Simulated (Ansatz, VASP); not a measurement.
**Cross-check of SnSe2 between VASP and Ansatz**

Aim: how closely do two programs agree when they are given the same cell, functional and k mesh? The cell is taken from a series of runs on this material, whose earlier steps may have relaxed, scaled, displaced or heated it; both programs get it as it stands.

Calculated with Ansatz 0.2.0; plane waves, with VASP 6.6.1 beside it; PBE.

### Step 1. The structure

The cell holds 3 atoms: 1 Sn and 2 Se. Cell: a = 3.870 Å, b = 3.813 Å, c = 30.460 Å, α = 90.0°, β = 90.0°, γ = 120.5°. Vacuum lies along c.

As a file:

```
Sn Se
1.0
     3.87008    0.00000    0.00000
    -1.93504    3.28587    0.00000
     0.00000    0.00000   30.46000
Sn Se
1 2
Direct
  0.33283 0.66567 0.32830
  0.66692 0.33383 0.38483
  0.66692 0.33383 0.27177
```

### Step 2. VASP: zone-centre phonons, PBE, pair 1

Second derivatives magnify differences that forces hide, and they need a tight electronic threshold.

Lines of VASP's logs that name or quote its potential files are left out, and so is its time.

INCAR reads:

```
SYSTEM = SnSe2
PREC = Accurate
ENCUT = 500
EDIFF = 1E-08
NELM = 120
ISMEAR = 0
SIGMA = 0.1
LREAL = .FALSE.
ALGO = Normal
GGA = PE
NBANDS = 19
LORBIT = 11
LWAVE = .FALSE.
LCHARG = .FALSE.
ISIF = 2
IBRION = 8
LASPH = .TRUE.
GGA_COMPAT = .FALSE.
NELMDL = -8
KPAR = 2
```

POSCAR reads:

```
SnSe2
1.0
    3.8700787889      0.0000000000      0.0000000000
   -1.9350393945      3.2858691626      0.0000000000
    0.0000000000      0.0000000000     30.4600000000
Sn Se
1 2
Direct
    0.3328326378      0.6656652757      0.3282994091
    0.6669170144      0.3338340289      0.3848288733
    0.6669170144      0.3338340289      0.2717699449
```

KPOINTS reads:

```
Automatic mesh
0
Gamma
12 12 1
0 0 0
```

Potentials, in the order of the species: Sn_d and Se (PBE family, release 64).

Started as:

```sh
$ mpirun -np 2 vasp_std
```

Numbers of over 12 decimals in the logs are rounded to 6 here.

Output:

```text
[banner, memory and clock lines left out]
running    2 mpi-ranks, on    1 nodes
 distrk:  each k-point on    1 cores,    2 groups
 distr:  one band on    1 cores,    1 groups

 POSCAR found type information on POSCAR SnSe
 POSCAR found :  2 types and       3 ions
 LDA part: xc-table for (Slater+PW92), standard interpolation
 POSCAR, INCAR and KPOINTS ok, starting setup
 FFT: planning ... GRIDC
 FFT: planning ... GRID_SOFT
 FFT: planning ... GRID
 WAVECAR not read
 entering main loop
       N       E                     dE             d eps       ncg     rms          rms(c)
DAV:   1     0.174253560704E+03    0.17425E+03   -0.10077E+04  1978   0.982E+02
DAV:   2     0.998176596390E+01   -0.16427E+03   -0.16056E+03  2201   0.214E+02
DAV:   3    -0.108094098803E+02   -0.20791E+02   -0.20624E+02  2029   0.869E+01
DAV:   4    -0.114281650801E+02   -0.61876E+00   -0.61736E+00  2139   0.183E+01
DAV:   5    -0.114416950019E+02   -0.13530E-01   -0.13528E-01  2320   0.288E+00
DAV:   6    -0.114419815778E+02   -0.28658E-03   -0.28658E-03  2218   0.344E-01
DAV:   7    -0.114419941384E+02   -0.12561E-04   -0.12560E-04  2418   0.575E-02
DAV:   8    -0.114419942549E+02   -0.11651E-06   -0.11619E-06  2301   0.584E-03    0.445E+00
DAV:   9    -0.110883874337E+02    0.35361E+00   -0.85771E-01  2309   0.845E+00    0.286E+00
DAV:  10    -0.110689776040E+02    0.19410E-01   -0.23119E-01  1851   0.274E+00    0.641E-01
DAV:  11    -0.110667247457E+02    0.22529E-02   -0.22614E-02  2012   0.135E+00    0.300E-01
DAV:  12    -0.110671566273E+02   -0.43188E-03   -0.23988E-03  1742   0.335E-01    0.790E-02
DAV:  13    -0.110671866789E+02   -0.30052E-04   -0.15288E-04  2322   0.962E-02    0.387E-02
DAV:  14    -0.110672505796E+02   -0.63901E-04   -0.71626E-05  1763   0.483E-02    0.105E-02
[...]
DAV:  21    -0.110673028428E+02   -0.55162E-06   -0.77633E-09  1839   0.597E-04    0.254E-04
DAV:  22    -0.110673034653E+02   -0.62253E-06   -0.40786E-09  1678   0.358E-04    0.238E-04
DAV:  23    -0.110673038816E+02   -0.41635E-06   -0.14958E-09  1665   0.292E-04    0.156E-04
DAV:  24    -0.110673041427E+02   -0.26111E-06   -0.21753E-09  1675   0.161E-04    0.125E-04
DAV:  25    -0.110673042237E+02   -0.81002E-07    0.15358E-09  1665   0.668E-05    0.398E-05
DAV:  26    -0.110673042694E+02   -0.45703E-07    0.16176E-09  1390   0.481E-05    0.306E-05
DAV:  27    -0.110673042934E+02   -0.23982E-07    0.16546E-09  1582   0.406E-05    0.144E-05
DAV:  28    -0.110673043028E+02   -0.93501E-08    0.17783E-09  1375   0.258E-05
   1 F= -.11067304E+02 E0= -.11065792E+02  d E =-.302486E-02
 Linear response reoptimize wavefunctions to high precision
DAV:   1    -0.110673043045E+02   -0.16730E-08    0.18466E-09  1541   0.124E-05
DAV:   2    -0.110673043044E+02    0.38199E-10    0.18488E-09  1126   0.534E-06
DAV:   3    -0.110673043044E+02    0.18190E-11    0.18469E-09  1030   0.326E-06
 Linear response DOF=           6
 Linear response progress:
  Degree of freedom:   1/  6
       N       E                     dE             d eps       ncg     rms          rms(c)
RMM:   1    -0.208409485375E+00   -0.20841E+00    0.72189E-01  3306   0.134E+01
RMM:   2    -0.213559571470E+00   -0.51501E-02   -0.14626E-02  4959   0.919E-01    0.710E-02
RMM:   3    -0.213421608710E+00    0.13796E-03   -0.13929E-03  5285   0.249E-01    0.367E-02
RMM:   4    -0.213143537633E+00    0.27807E-03   -0.12954E-04  5493   0.853E-02    0.193E-02
RMM:   5    -0.212983635654E+00    0.15990E-03   -0.23566E-05  5345   0.348E-02    0.469E-03
RMM:   6    -0.212973241827E+00    0.10394E-04   -0.30861E-06  5863   0.138E-02    0.226E-03
RMM:   7    -0.212982155119E+00   -0.89133E-05   -0.26402E-07  5816   0.571E-03    0.336E-04
RMM:   8    -0.212981631493E+00    0.52363E-06    0.87524E-08  6081   0.234E-03    0.198E-04
RMM:   9    -0.212983083938E+00   -0.14524E-05    0.36581E-07  5848   0.104E-03    0.209E-05
RMM:  10    -0.212983344898E+00   -0.26096E-06    0.17093E-07  6203   0.453E-04    0.132E-05
RMM:  11    -0.212983402176E+00   -0.57279E-07    0.15082E-07  6149   0.208E-04    0.105E-05
RMM:  12    -0.212983425767E+00   -0.23590E-07    0.85589E-08  6251   0.999E-05    0.342E-06
RMM:  13    -0.212983436296E+00   -0.10530E-07    0.50280E-08  6103   0.501E-05    0.829E-07
RMM:  14    -0.212983433844E+00    0.24520E-08    0.32607E-08  5869   0.255E-05    0.483E-07
 first order change of Fermi-energy   0.74282E-04
 force on displaced ion       1 direction 1 :  -3.815  -0.001   0.000
 Linear response progress:
  Degree of freedom:   2/  6
       N       E                     dE             d eps       ncg     rms          rms(c)
RMM:   1    -0.208122697834E+00   -0.20812E+00    0.73247E-01  1916   0.133E+01
RMM:   2    -0.213260632226E+00   -0.51379E-02   -0.14697E-02  2891   0.927E-01    0.711E-02
RMM:   3    -0.213139666804E+00    0.12097E-03   -0.13862E-03  3104   0.245E-01    0.365E-02
RMM:   4    -0.212863304039E+00    0.27636E-03   -0.12223E-04  3203   0.809E-02    0.193E-02
RMM:   5    -0.212703344477E+00    0.15996E-03   -0.22724E-05  3156   0.339E-02    0.465E-03
RMM:   6    -0.212692667717E+00    0.10677E-04   -0.27151E-06  3520   0.131E-02    0.222E-03
RMM:   7    -0.212702144616E+00   -0.94769E-05   -0.44680E-07  3349   0.537E-03    0.491E-04
RMM:   8    -0.212701065370E+00    0.10792E-05   -0.73089E-08  3470   0.220E-03    0.225E-04
[...]
RMM:   2    -0.240928805509E+00   -0.37702E-02   -0.16495E-02  2906   0.947E-01    0.109E-01
RMM:   3    -0.240019422832E+00    0.90938E-03   -0.20298E-03  3200   0.295E-01    0.797E-02
RMM:   4    -0.239486249905E+00    0.53317E-03   -0.27416E-04  3204   0.112E-01    0.424E-02
RMM:   5    -0.238924337285E+00    0.56191E-03   -0.10785E-04  3145   0.776E-02    0.134E-02
RMM:   6    -0.238856237227E+00    0.68100E-04   -0.15976E-05  3404   0.305E-02    0.709E-03
RMM:   7    -0.238917709121E+00   -0.61472E-04   -0.50727E-06  3194   0.122E-02    0.197E-03
RMM:   8    -0.238914014971E+00    0.36942E-05   -0.83993E-07  3287   0.481E-03    0.104E-03
RMM:   9    -0.238922459675E+00   -0.84447E-05   -0.32725E-07  3262   0.219E-03    0.276E-04
RMM:  10    -0.238924036273E+00   -0.15766E-05    0.16301E-09  3344   0.104E-03    0.168E-04
RMM:  11    -0.238925416402E+00   -0.13801E-05   -0.21926E-07  3269   0.748E-04    0.129E-04
RMM:  12    -0.238924955605E+00    0.46080E-06   -0.30063E-09  3290   0.366E-04    0.107E-04
RMM:  13    -0.238923980177E+00    0.97543E-06   -0.50582E-08  3290   0.316E-04    0.222E-05
RMM:  14    -0.238924069168E+00   -0.88990E-07    0.12029E-07  3518   0.962E-05    0.162E-05
RMM:  15    -0.238924091016E+00   -0.21848E-07    0.12734E-08  3235   0.538E-05    0.494E-06
RMM:  16    -0.238924073969E+00    0.17047E-07    0.57029E-09  3446   0.231E-05    0.553E-06
RMM:  17    -0.238924150186E+00   -0.76217E-07    0.45006E-09  3131   0.260E-05    0.274E-06
RMM:  18    -0.238924137372E+00    0.12814E-07    0.10974E-09  3322   0.875E-06    0.143E-06
RMM:  19    -0.238924127973E+00    0.93988E-08   -0.45966E-09  2872   0.942E-06    0.948E-07
 first order change of Fermi-energy   0.94628E-04
 force on displaced ion       1 direction 3 :   0.000  -0.006 -12.648
 Linear response progress:
  Degree of freedom:   4/  6
       N       E                     dE             d eps       ncg     rms          rms(c)
RMM:   1    -0.785737905749E-01   -0.78574E-01    0.60942E-02  6473   0.133E+00
RMM:   2    -0.785373196116E-01    0.36471E-04   -0.23196E-03  4773   0.262E-01    0.965E-02
RMM:   3    -0.787712762291E-01   -0.23396E-03   -0.18856E-04  5321   0.785E-02    0.501E-02
RMM:   4    -0.791374476022E-01   -0.36617E-03   -0.76751E-05  5381   0.494E-02    0.767E-03
RMM:   5    -0.791589847168E-01   -0.21537E-04   -0.64204E-06  5689   0.164E-02    0.304E-03
RMM:   6    -0.791580440546E-01    0.94066E-06   -0.47345E-07  5809   0.378E-03    0.148E-03
RMM:   7    -0.791648778738E-01   -0.68338E-05   -0.12918E-07  5603   0.147E-03    0.338E-04
RMM:   8    -0.791673330008E-01   -0.24551E-05   -0.13418E-07  5914   0.518E-04    0.992E-05
RMM:   9    -0.791671048142E-01    0.22819E-06    0.20616E-07  5888   0.193E-04    0.214E-05
RMM:  10    -0.791671891655E-01   -0.84351E-07   -0.55717E-08  6464   0.622E-05    0.919E-06
RMM:  11    -0.791672655467E-01   -0.76381E-07    0.23887E-08  5607   0.236E-05    0.233E-06
RMM:  12    -0.791672713699E-01   -0.58231E-08    0.10250E-08  6355   0.810E-06    0.141E-06
 first order change of Fermi-energy  -0.65667E-04
 force on displaced ion       2 direction 1 :   0.228  -0.003   0.001
 Linear response progress:
  Degree of freedom:   5/  6
       N       E                     dE             d eps       ncg     rms          rms(c)
RMM:   1    -0.783065845063E-01   -0.78307E-01    0.59571E-02  3711   0.133E+00
RMM:   2    -0.781861562079E-01    0.12043E-03   -0.24595E-03  2775   0.273E-01    0.954E-02
RMM:   3    -0.784233055036E-01   -0.23715E-03   -0.19010E-04  3093   0.797E-02    0.497E-02
RMM:   4    -0.787877837747E-01   -0.36448E-03   -0.73520E-05  3144   0.487E-02    0.777E-03
RMM:   5    -0.788072966159E-01   -0.19513E-04   -0.60888E-06  3359   0.158E-02    0.432E-03
RMM:   6    -0.788116738773E-01   -0.43773E-05   -0.75978E-07  3210   0.528E-03    0.145E-03
RMM:   7    -0.788145906559E-01   -0.29168E-05   -0.51457E-08  3414   0.152E-03    0.651E-04
RMM:   8    -0.788203581976E-01   -0.57675E-05    0.53197E-09  3215   0.766E-04    0.155E-04
RMM:   9    -0.788209137687E-01   -0.55557E-06    0.14167E-07  3407   0.260E-04    0.411E-05
RMM:  10    -0.788206315770E-01    0.28219E-06    0.75595E-08  3426   0.990E-05    0.986E-06
RMM:  11    -0.788207541127E-01   -0.12254E-06   -0.21034E-07  3679   0.352E-05    0.766E-06
RMM:  12    -0.788207699832E-01   -0.15871E-07    0.10104E-07  3485   0.170E-05    0.204E-06
RMM:  13    -0.788207788808E-01   -0.88976E-08   -0.11348E-09  3520   0.778E-06    0.151E-06
 first order change of Fermi-energy   0.38357E-01
 force on displaced ion       2 direction 2 :  -0.000   0.075  -0.057
 Linear response progress:
  Degree of freedom:   6/  6
       N       E                     dE             d eps       ncg     rms          rms(c)
RMM:   1    -0.116109788498E+00   -0.11611E+00    0.57771E-02  3587   0.142E+00
RMM:   2    -0.113679442897E+00    0.24303E-02   -0.31926E-03  2961   0.272E-01    0.936E-02
RMM:   3    -0.113482622787E+00    0.19682E-03   -0.31734E-04  3168   0.927E-02    0.472E-02
RMM:   4    -0.113421480452E+00    0.61142E-04   -0.78051E-05  3174   0.425E-02    0.281E-02
RMM:   5    -0.113418610935E+00    0.28695E-05   -0.29128E-05  3173   0.287E-02    0.842E-03
RMM:   6    -0.113425814716E+00   -0.72038E-05   -0.23970E-06  3338   0.962E-03    0.390E-03
RMM:   7    -0.113430895090E+00   -0.50804E-05   -0.60616E-07  3115   0.439E-03    0.582E-04
RMM:   8    -0.113431536300E+00   -0.64121E-06   -0.67784E-08  3170   0.157E-03    0.364E-04
RMM:   9    -0.113434990782E+00   -0.34545E-05   -0.17587E-07  3056   0.134E-03    0.227E-04
RMM:  10    -0.113435922050E+00   -0.93127E-06   -0.11356E-07  3377   0.515E-04    0.136E-04
RMM:  11    -0.113437778624E+00   -0.18566E-05   -0.24378E-07  3238   0.519E-04    0.810E-05
RMM:  12    -0.113438083060E+00   -0.30444E-06    0.24762E-07  3276   0.222E-04    0.377E-05
RMM:  13    -0.113438260909E+00   -0.17785E-06    0.71005E-08  3294   0.204E-04    0.231E-05
RMM:  14    -0.113438254666E+00    0.62430E-08    0.26938E-07  3253   0.120E-04    0.105E-05
RMM:  15    -0.113438288238E+00   -0.33572E-07   -0.84917E-08  3351   0.694E-05    0.732E-06
RMM:  16    -0.113438311015E+00   -0.22777E-07    0.15360E-08  3301   0.326E-05    0.344E-06
RMM:  17    -0.113438326399E+00   -0.15383E-07   -0.40022E-08  3346   0.273E-05    0.215E-06
RMM:  18    -0.113438329411E+00   -0.30118E-08    0.20667E-08  3278   0.152E-05    0.121E-06
 first order change of Fermi-energy   0.27990E+00
 force on displaced ion       2 direction 3 :   0.000  -0.063  -8.970
 Linear response finished
```

Parts of OUTCAR (step 2):

```text
ion  position               nearest neighbor table
   1  0.333  0.666  0.328-   3 2.79   2 2.79   3 2.81   2 2.81   3 2.81   2 2.81
   2  0.667  0.334  0.385-   1 2.79   1 2.81   1 2.81
   3  0.667  0.334  0.272-   1 2.79   1 2.81   1 2.81

  LATTYP: Found a base centered orthorhombic cell.
 ALAT       =     3.8700787889
 B/A-ratio  =     1.6980890270
 C/A-ratio  =     7.8706407961

 Subroutine GETGRP returns: Found  4 space group operations
 (whereof  2 operations were pure point group operations)

The static configuration has the point symmetry C_1h.
 The point group associated with its full space group is C_2v.

 Found     43 irreducible k-points:

   k-points           NKPTS =     43   k-points in BZ     NKDIM =     43   number of bands    NBANDS=     19

   dimension x,y,z NGX =    28 NGY =   28 NGZ =  224
   dimension x,y,z NGXF=    56 NGYF=   56 NGZF=  448

   ENCUT  =  500.0 eV  36.75 Ry    6.06 a.u.   7.06  6.95 55.54*2*pi/ulx,y,z

   NELECT =      26.0000    total number of electrons

 k-points in reciprocal lattice and weights: Automatic mesh
   0.00000000  0.00000000  0.00000000       0.007
   0.08333333  0.00000000  0.00000000       0.028
   0.16666667  0.00000000  0.00000000       0.028
   0.25000000 -0.00000000  0.00000000       0.028
   0.33333333  0.00000000  0.00000000       0.028
   0.41666667  0.00000000  0.00000000       0.028
   0.50000000 -0.00000000  0.00000000       0.014
   0.00000000  0.08333333  0.00000000       0.014
   0.08333333  0.08333333  0.00000000       0.028
[...]
0.16666667  0.41666667  0.00000000       0.014
   0.00000000  0.50000000  0.00000000       0.007

 average (electrostatic) potential at core
       1-111.0023       2 -61.4600       3 -61.4600

  Total       -1.0233555     -0.2983472      0.0376136      0.0000000      0.0000000      0.0000000
  in kB       -4.2328915     -1.2340494      0.1555805      0.0000000      0.0000000      0.0000000
  external PRESSURE =      -1.7704535 kB  Pullay stress =       0.0000000 kB

  energy-cutoff  :      500.00
  volume of cell :      387.35
      direct lattice vectors                 reciprocal lattice vectors
     3.870078789  0.000000000  0.000000000     0.258392672  0.152166740  0.000000000
    -1.935039394  3.285869163  0.000000000     0.000000000  0.304333481  0.000000000
     0.000000000  0.000000000 30.460000000     0.000000000  0.000000000  0.032829941

 POSITION                                       TOTAL-FORCE (eV/Angst)
 -----------------------------------------------------------------------------------
     -0.00000      2.18729     10.00000         0.000000     -0.000562      0.000000
      1.93504      1.09693     11.72189        -0.000000      0.000281      0.014552
      1.93504      1.09693      8.27811        -0.000000      0.000281     -0.014552
 -----------------------------------------------------------------------------------
    total drift:                               -0.000000      0.000989      0.000075

 Eigenvectors and eigenvalues of the dynamical matrix
 ----------------------------------------------------

   1 f  =    6.755770 THz    42.447757 2PiTHz  225.348245 cm-1    27.939609 meV
             X         Y         Z           dx          dy          dz
     -0.000000  2.187289 10.000000     0.000000    0.000000   -0.755352
      1.935039  1.096935 11.721887    -0.000000    0.002621    0.463373
      1.935039  1.096935  8.278113     0.000000   -0.002621    0.463373

   2 f  =    5.994795 THz    37.666406 2PiTHz  199.964825 cm-1    24.792467 meV
             X         Y         Z           dx          dy          dz
     -0.000000  2.187289 10.000000     0.000000   -0.013539    0.000000
      1.935039  1.096935 11.721887    -0.000000    0.008138    0.706995
      1.935039  1.096935  8.278113    -0.000000    0.008138   -0.706995

   3 f  =    3.856148 THz    24.228894 2PiTHz  128.627262 cm-1    15.947741 meV
             X         Y         Z           dx          dy          dz
     -0.000000  2.187289 10.000000     0.000000   -0.754189    0.000000
      1.935039  1.096935 11.721887    -0.000000    0.464157   -0.012564
      1.935039  1.096935  8.278113    -0.000000    0.464157    0.012564

   4 f  =    3.721850 THz    23.385073 2PiTHz  124.147551 cm-1    15.392328 meV
             X         Y         Z           dx          dy          dz
     -0.000000  2.187289 10.000000     0.753051    0.000000    0.000000
      1.935039  1.096935 11.721887    -0.465250   -0.000000    0.000000
      1.935039  1.096935  8.278113    -0.465250   -0.000000   -0.000000

   5 f/i=    0.001587 THz     0.009971 2PiTHz    0.052936 cm-1     0.006563 meV
             X         Y         Z           dx          dy          dz
     -0.000000  2.187289 10.000000     0.000000   -0.000000   -0.655315
      1.935039  1.096935 11.721887     0.000000   -0.000367   -0.534117
      1.935039  1.096935  8.278113     0.000000    0.000367   -0.534117

   6 f/i=    0.007434 THz     0.046710 2PiTHz    0.247975 cm-1     0.030745 meV
             X         Y         Z           dx          dy          dz
     -0.000000  2.187289 10.000000    -0.000000   -0.656518    0.000000
      1.935039  1.096935 11.721887    -0.000000   -0.533378   -0.000147
      1.935039  1.096935  8.278113    -0.000000   -0.533378    0.000147

   7 f/i=    0.014224 THz     0.089373 2PiTHz    0.474464 cm-1     0.058826 meV
             X         Y         Z           dx          dy          dz
     -0.000000  2.187289 10.000000     0.657962   -0.000000    0.000000
      1.935039  1.096935 11.721887     0.532487   -0.000000    0.000000
      1.935039  1.096935  8.278113     0.532487   -0.000000    0.000000

   8 f/i=    2.622868 THz    16.479967 2PiTHz   87.489467 cm-1    10.847307 meV
             X         Y         Z           dx          dy          dz
     -0.000000  2.187289 10.000000     0.000000    0.000000    0.002460
      1.935039  1.096935 11.721887     0.000000    0.707102   -0.001994
      1.935039  1.096935  8.278113    -0.000000   -0.707102   -0.001994

   9 f/i=    2.721527 THz    17.099859 2PiTHz   90.780371 cm-1    11.255326 meV
             X         Y         Z           dx          dy          dz
     -0.000000  2.187289 10.000000     0.000000    0.000000   -0.000000
      1.935039  1.096935 11.721887     0.707107   -0.000000    0.000000
      1.935039  1.096935  8.278113    -0.707107    0.000000    0.000000

 ELASTIC MODULI CONTR FROM IONIC RELAXATION (kBar)
 Direction    XX          YY          ZZ          XY          YZ          ZX
 --------------------------------------------------------------------------------
 XX          -2.4836     -2.2195    -24.5728      0.0000     -0.0000      0.0000
 YY          -2.2195     -5.9767    -34.8616      0.0000      0.0000      0.0000
 ZZ         -24.5728    -34.8616   -284.8077      0.0000     -0.0000      0.0000
 XY           0.0000      0.0000      0.0000     -0.0421     -0.0000      0.0000
 YZ          -0.0000      0.0000     -0.0000     -0.0000     -0.0042      0.0000
 ZX           0.0000      0.0000      0.0000     -0.0000      0.0000      0.0000
 --------------------------------------------------------------------------------
```

(Continued in part 2 of 2.)

[Lines on the potential files, build, host, timing and source positions are cut from VASP's logs without a mark.]

[Logs are printed without paths, hosts, clocks, repeated set-up lines and the standing remarks that a program may print on its own settings, such as how far it seeks lower states.]

[Hosts, paths, dates, database ids (printed as entryN), source tags and the programs' standing remarks are cut or masked in the printed files.]
